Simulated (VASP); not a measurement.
Input:

```
CELL_PARAMETERS angstrom
      3.83612     0.00000     0.00000
      0.00000     3.83612     0.00000
      0.00000     0.00000     4.78730
ATOMIC_POSITIONS crystal
  Sn 0.50000 0.00000 0.75756
  Sn 0.00000 0.50000 0.24244
  O  0.50000 0.50000 0.00000
  O  0.00000 0.00000 0.00000
```

All values below come from optB86b-vdW, VASP's PBE PAW potentials (set 64) (plane waves; VASP 6.6.1). Run with 520 eV cut-off, 5×5×4 Γ-centred mesh, Gaussian smearing of 0.050 eV, potentials Sn_d O.

**Question.** Predict the energy per atom (σ→0).

**Answer.** 
```json
{
  "energy per atom (σ→0)": "-3.372 eV/atom"
}
```

The absolute energy has meaning only against runs of the same code, potentials and settings.

The compound is SnO in the litharge structure. It was relaxed first. The start is the result of an earlier pass.
